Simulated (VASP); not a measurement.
# RbBa (Fm-3m) in VASP: single point with r2SCAN

Aim: the single point of RbBa with r2SCAN.

All numbers are computed with VASP 6.6.1; they aren't measurements. Logs are shortened: lines on timing, memory, paths and dates and some standing lists are left out, and cuts for length are marked.

### Step 1. Starting point

It takes space group Fm-3m (No. 225, cubic). The conventional cell has a = 7.119 Å, b = 7.119 Å, c = 7.119 Å, α = 90.00°, β = 90.00°, γ = 90.00°. Around Rb (site symmetry m-3m) lie 6 Ba at 3.56 Å. Ba (site symmetry m-3m) is surrounded by 6 Rb at 3.56 Å.

The cell was built by a generator and needn't be a form met in nature.

### Step 2. Single point, r2SCAN

POSCAR

```
RbBa
1.0
    0.0000000000      3.5597040000      3.5597040000
    3.5597040000      0.0000000000      3.5597040000
    3.5597040000      3.5597040000      0.0000000000
Rb Ba
1 1
Direct
    0.0000000000      0.0000000000      0.0000000000
    0.5000000000      0.5000000000      0.5000000000
```

INCAR.step1

```
SYSTEM = RbBa
  PREC = Accurate
  ENCUT = 520
  ISMEAR = -5
  SIGMA = 0.1
  LREAL = .FALSE.
  LASPH = .TRUE.
  NELM = 80
  NBANDS = 16
  GGA = PE
  ALGO = Normal
  EDIFF = 1E-4
  LWAVE = .TRUE.
  LCHARG = .FALSE.
```

INCAR.step2

```
SYSTEM = RbBa
  PREC = Accurate
  ENCUT = 520
  EDIFF = 1E-7
  ISMEAR = -1
  SIGMA = 0.1
  LREAL = .FALSE.
  LASPH = .TRUE.
  NELM = 80
  ALGO = Normal
  ISIF = 2
  LWAVE = .FALSE.
  LCHARG = .FALSE.
  METAGGA = R2SCAN
  LMIXTAU = .TRUE.
  LORBIT = 11
  NBANDS = 16
  ISTART = 1
```

KPOINTS

```
Automatic mesh
0
G
  8 8 8
  0 0 0
```

Potentials or basis: VASP PAW PBE potentials, release 64 (Rb_sv, Ba_sv).

The run is started by

```sh
cat potpaw_PBE.64/Rb_sv/POTCAR potpaw_PBE.64/Ba_sv/POTCAR > POTCAR
cp INCAR.step1 INCAR
mpirun -np 1 vasp_std > vasp.out
cp INCAR.step2 INCAR
mpirun -np 1 vasp_std > vasp.out
```

OUTCAR:

```text
SYSTEM = RbBa
   PREC = Accurate
   ENCUT = 520
   EDIFF = 1E-7
   ISMEAR = -1
   LREAL = .FALSE.
   LASPH = .TRUE.
   NELM = 80
   ISIF = 2
   METAGGA = R2SCAN
   LORBIT = 11
   ISTART = 1

 ion  position               nearest neighbor table
   1  0.000  0.000  0.000-   2 3.56   2 3.56   2 3.56   2 3.56   2 3.56   2 3.56
   2  0.500  0.500  0.500-   1 3.56   1 3.56   1 3.56   1 3.56   1 3.56   1 3.56

  LATTYP: Found a face centered cubic cell.
 ALAT       =     7.1194080000

  Lattice vectors:

 A1 = (   0.0000000000,   3.5597040000,   3.5597040000)
 A2 = (   3.5597040000,   0.0000000000,   3.5597040000)
 A3 = (   3.5597040000,   3.5597040000,   0.0000000000)

Analysis of symmetry for initial positions (statically):
=====================================================================
 Subroutine PRICEL returns:
 Original cell was already a primitive cell.

 Routine SETGRP: Setting up the symmetry group for a
 face centered cubic supercell.

 Subroutine GETGRP returns: Found 48 space group operations
 (whereof 48 operations were pure point group operations)
 out of a pool of 48 trial point group operations.

The static configuration has the point symmetry O_h .

Analysis of symmetry for dynamics (positions and initial velocities):
=====================================================================
 Subroutine PRICEL returns:
 Original cell was already a primitive cell.

 Routine SETGRP: Setting up the symmetry group for a
 face centered cubic supercell.

 Subroutine GETGRP returns: Found 48 space group operations
 (whereof 48 operations were pure point group operations)
 out of a pool of 48 trial point group operations.

The dynamic configuration has the point symmetry O_h .

 Subroutine INISYM returns: Found 48 space group operations
 (whereof 48 operations are pure point group operations),
 and found     1 'primitive' translations

----------------------------------------------------------------------------------------

                                     Primitive cell

  volume of cell :      90.2135

  direct lattice vectors                    reciprocal lattice vectors
     0.000000000  3.559704000  3.559704000    -0.140461117  0.140461117  0.140461117
     3.559704000  0.000000000  3.559704000     0.140461117 -0.140461117  0.140461117
     3.559704000  3.559704000  0.000000000     0.140461117  0.140461117 -0.140461117

  length of vectors
     5.034181675  5.034181675  5.034181675     0.243285791  0.243285791  0.243285791

  position of ions in fractional coordinates (direct lattice)
     0.000000000  0.000000000  0.000000000
     0.500000000  0.500000000  0.500000000

  ion indices of the primitive-cell ions
   primitive index   ion index
                 1           1
                 2           2

----------------------------------------------------------------------------------------

 KPOINTS: Automatic mesh

Automatic generation of k-mesh.
 Grid dimensions read from file:
 generate k-points for:    8    8    8

 Generating k-lattice:

  Cartesian coordinates                     Fractional coordinates (reciprocal lattice)
    -0.017557640  0.017557640  0.017557640     0.125000000  0.000000000  0.000000000
     0.017557640 -0.017557640  0.017557640     0.000000000  0.125000000  0.000000000
     0.017557640  0.017557640 -0.017557640     0.000000000  0.000000000  0.125000000

  Length of vectors
     0.030410724  0.030410724  0.030410724

  Shift w.r.t. Gamma in fractional coordinates (k-lattice)
     0.000000000  0.000000000  0.000000000

 Subroutine IBZKPT returns following result:
 ===========================================

 Found     29 irreducible k-points:

 Following reciprocal coordinates:
            Coordinates               Weight
  0.000000  0.000000  0.000000      1.000000
  0.125000  0.000000  0.000000      8.000000
  0.250000  0.000000  0.000000      8.000000
  0.375000  0.000000  0.000000      8.000000
  0.500000  0.000000  0.000000      4.000000
  0.125000  0.125000  0.000000      6.000000
[... 16 lines left out ...]
  0.500000  0.250000  0.125000     48.000000
 -0.375000  0.250000  0.125000     24.000000
 [... further k-points ...]
   k-points           NKPTS =     29   k-points in BZ     NKDIM =     29   number of bands    NBANDS=     16
   number of dos      NEDOS =    301   number of ions     NIONS =      2
   total plane-waves  NPLWV =  64000
   dimension x,y,z NGX =    40 NGY =   40 NGZ =   40
   dimension x,y,z NGXF=    80 NGYF=   80 NGZF=   80
   ions per type =               1   1
   NGX,Y,Z   is equivalent  to a cutoff of  13.21, 13.21, 13.21 a.u.
   NGXF,Y,Z  is equivalent  to a cutoff of  26.42, 26.42, 26.42 a.u.
 SYSTEM =  RbBa
   PREC   = accura    normal or accurate (medium, high low for compatibility)
   ISTART =      1    job   : 0-new  1-cont  2-samecut
   ICHARG =      0    charge: 1-file 2-atom 10-const
   ISPIN  =      1    spin polarized calculation?
   LNONCOLLINEAR =      F non collinear calculations
   LSORBIT =      F    spin-orbit coupling
   LASPH  =      T    aspherical Exc in radial PAW
   ENCUT  =  520.0 eV  38.22 Ry    6.18 a.u.   9.36  9.36  9.36*2*pi/ulx,y,z
   NELM   =     80;   NELMIN=  2; NELMDL=  0     # of ELM steps
   EDIFF  = 0.1E-06   stopping-criterion for ELM
   LREAL  =      F    real-space projection
   EDIFFG = 0.1E-05   stopping-criterion for IOM
   NSW    =      0    number of steps for IOM
   IBRION =     -1    ionic relax: 0-MD 1-quasi-New 2-CG
   NFREE  =      0    steps in history (QN), initial steepest desc. (CG)
   ISIF   =      2    stress and relaxation
   ISYM   =      2    0-nonsym 1-usesym 2-fastsym
   POTIM  = 0.5000    time-step for ionic-motion
   TEBEG  =    0.0;   TEEND  =   0.0 temperature during run
   PSTRESS=    0.0 pullay stress
   NELECT =      19.0000    total number of electrons
   NUPDOWN=      -1.0000    fix difference up-down
   EMIN   =  10.00;   EMAX   =-10.00  energy-range for DOS
   EFERMI =   0.00;   METHOD = LEGACY
   ISMEAR =    -1;   SIGMA  =   0.10  broadening in eV -4-tet -1-fermi 0-gaus
   EFERMI_NEDOS =   21; number of points for ismear=-14 and -15
   IALGO  =     38    algorithm
   IMIX   =      4    mixing-type and parameters
     AMIX     =   0.40;   BMIX     =  1.00
     AMIX_MAG =   1.60;   BMIX_MAG =  1.00
  volume/ion in A,a.u.               =      45.11       304.40
  Fermi-wavevector in a.u.,A,eV,Ry     =   0.974022  1.840635 12.908106  0.948719
  Thomas-Fermi vector in A             =   2.104448
   LORBIT       =     11    0 simple, 1 ext, 2 COOP (PROOUT), +10 PAW based schemes
   METAGGA = R2SCAN    functional components
   LHFCALC =     F    Hartree Fock is set to
   AEXX    =    0.0000 exact exchange contribution
   IVDW    =     0    specifies the selected vdW correction
   LEPSILON=     F    determine dielectric tensor
   LRPA    =     F    only Hartree local field effects (RPA)
 non-spin polarized calculation
  energy-cutoff  :      520.00
  volume of cell :       90.21
 maximum number of plane-waves:      2452
 NGX is ok and might be reduce to    40

 number of electron      19.0000001 magnetization

 Free energy of the ion-electron system (eV)
  ---------------------------------------------------
  ext. energy  EPLUGINS =         0.00000000
  ---------------------------------------------------
  free energy    TOTEN  =       -39.04485245 eV

  energy without entropy =      -38.94918469  energy(sigma->0) =      -38.99701857

 E-fermi :   2.5014     XC(G=0):  -8.4939

 val. band max:        2.4863590313   @ k =  -0.2500   0.1250   0.0000
 cond. band min:       2.5073786260   @ k =  -0.2500   0.2500   0.0000
 fundamental gap:      0.0210195947
 Fermi energy:         2.5014358745

 k-point     1 :       0.0000    0.0000    0.0000
  band No.  band energies     occupation
      1     -27.6804      2.00000
      2     -27.1826      2.00000
      3     -12.4598      2.00000
      4     -12.4598      2.00000
      5     -12.4598      2.00000
      6     -10.7542      2.00000
[... 8 lines left out ...]
     15       6.9781      0.00000
     16      10.5441      0.00000

 k-point     2 :       0.1250    0.0000    0.0000
  band No.  band energies     occupation
      1     -27.6675      2.00000
      2     -27.1947      2.00000
      3     -12.4646      2.00000
      4     -12.4502      2.00000
      5     -12.4502      2.00000
      6     -10.7928      2.00000
[... 8 lines left out ...]
     15       7.5104      0.00000
     16       9.7413      0.00000

 k-point     3 :       0.2500    0.0000    0.0000
  band No.  band energies     occupation
      1     -27.6333      2.00000
      2     -27.2271      2.00000
      3     -12.4764      2.00000
      4     -12.4259      2.00000
      5     -12.4259      2.00000
      6     -10.8826      2.00000
[... 8 lines left out ...]
     15       8.1412      0.00000
     16       8.9069      0.00000

 k-point     4 :       0.3750    0.0000    0.0000
  band No.  band energies     occupation
      1     -27.5924      2.00000
      2     -27.2662      2.00000
      3     -12.4889      2.00000
      4     -12.3996      2.00000
      5     -12.3996      2.00000
      6     -10.9683      2.00000
[... 8 lines left out ...]
     15       7.1929      0.00000
     16       7.4489      0.00000

 k-point     5 :       0.5000    0.0000    0.0000
  band No.  band energies     occupation
      1     -27.5722      2.00000
      2     -27.2857      2.00000
      3     -12.4943      2.00000
      4     -12.3881      2.00000
      5     -12.3881      2.00000
      6     -11.0026      2.00000
[... 8 lines left out ...]
     15       6.1353      0.00000
     16       6.1353      0.00000

 k-point     6 :       0.1250    0.1250    0.0000
  band No.  band energies     occupation
      1     -27.6638      2.00000
      2     -27.1980      2.00000
      3     -12.4800      2.00000
      4     -12.4800      2.00000
      5     -12.4148      2.00000
      6     -10.8682      2.00000
[... 8 lines left out ...]
     15       7.6697      0.00000
     16       9.6176      0.00000
[... 267 lines left out ...]
 k-point    21 :       0.5000    0.5000    0.0000
  band No.  band energies     occupation
      1     -27.5824      2.00000
      2     -27.2671      2.00000
      3     -12.7906      2.00000
      4     -12.6004      2.00000
      5     -12.6004      2.00000
      6     -10.6853      2.00000
[... 8 lines left out ...]
     15       6.1085      0.00000
     16       7.6040      0.00000

 k-point    22 :       0.3750    0.2500    0.1250
  band No.  band energies     occupation
      1     -27.6130      2.00000
      2     -27.2448      2.00000
      3     -12.5536      2.00000
      4     -12.4781      2.00000
      5     -12.4272      2.00000
      6     -10.9449      2.00000
[... 8 lines left out ...]
     15       7.1177      0.00000
     16       8.0042      0.00000

 k-point    23 :       0.5000    0.2500    0.1250
  band No.  band energies     occupation
      1     -27.5838      2.00000
      2     -27.2716      2.00000
      3     -12.5896      2.00000
      4     -12.5203      2.00000
      5     -12.4223      2.00000
      6     -10.9277      2.00000
[... 8 lines left out ...]
     15       6.0384      0.00000
     16       7.2746      0.00000

 k-point    24 :      -0.3750    0.2500    0.1250
  band No.  band energies     occupation
      1     -27.5702      2.00000
      2     -27.2843      2.00000
      3     -12.5933      2.00000
      4     -12.5568      2.00000
      5     -12.4121      2.00000
      6     -10.9558      2.00000
[... 8 lines left out ...]
     15       6.1127      0.00000
     16       6.6416      0.00000

 [... further k-points ...]

------------------------ aborting loop because EDIFF is reached ----------------------------------------

  FORCE on cell =-STRESS in cart. coord.  units (eV):
  Direction    XX          YY          ZZ          XY          YZ          ZX
  --------------------------------------------------------------------------------------
  -------------------------------------------------------------------------------------
  Total        2.3970916      2.3970916      2.3970916      0.0000000      0.0000000      0.0000000
  in kB       42.5719521     42.5719521     42.5719521      0.0000000      0.0000000      0.0000000
  external PRESSURE =      42.5719521 kB  Pullay stress =       0.0000000 kB

 VOLUME and BASIS-vectors are now :
 -----------------------------------------------------------------------------
  energy-cutoff  :      520.00
  volume of cell :       90.21
      direct lattice vectors                 reciprocal lattice vectors
     0.000000000  3.559704000  3.559704000    -0.140461117  0.140461117  0.140461117
     3.559704000  0.000000000  3.559704000     0.140461117 -0.140461117  0.140461117
     3.559704000  3.559704000  0.000000000     0.140461117  0.140461117 -0.140461117

 POSITION                                       TOTAL-FORCE (eV/Angst)
 -----------------------------------------------------------------------------------
      0.00000      0.00000      0.00000         0.000000      0.000000      0.000000
      3.55970      3.55970      3.55970        -0.000000     -0.000000     -0.000000
 -----------------------------------------------------------------------------------
    total drift:                                0.000000     -0.000000     -0.000000

  FREE ENERGIE OF THE ION-ELECTRON SYSTEM (eV)
  ---------------------------------------------------
  free  energy   TOTEN  =       -39.0448524475 eV

  energy  without entropy=      -38.9491846937  energy(sigma->0) =      -38.99701857

 total charge

# of ion       s       p       d       tot
------------------------------------------
    1        1.973   5.360   0.078   7.411
    2        2.056   5.549   0.397   8.002
--------------------------------------------------
tot          4.029  10.909   0.475  15.413
```

Run time: 6.8 min. Hardware: 1 thread of AMD EPYC 7R43 (Zen 3), shared host; peak memory 0.24 GiB.

Results:

| Quantity | Value |
| --- | --- |
| Free energy | -39.0449 eV |
| Pressure | 4.3 GPa |
| Band gap on the k mesh | none (metal or under the smearing width) |
| Valence electrons inside the program's atomic spheres | Rb 7.41; Ba 8.00 |

Levels at points of the mesh, in eV from the Fermi level:
```csv
k point,band 6,band 7,band 8,band 9,band 10,band 11,band 12,band 13
"(0.00, 0.00, 0.00)",-13.26,-13.26,-13.26,-2.58,0.40,0.40,0.40,1.04
"(0.50, 0.00, 0.00)",-13.50,-13.44,-13.44,-0.52,0.25,1.81,1.81,3.50
"(0.50, 0.50, 0.00)",-13.19,-13.19,-13.11,-1.13,0.08,1.40,1.93,2.51
```

Caveat: the PAW data sets were made with another functional, which shifts forces and pressure a little. The run has no spin-orbit coupling, so splittings on Ba are missing.
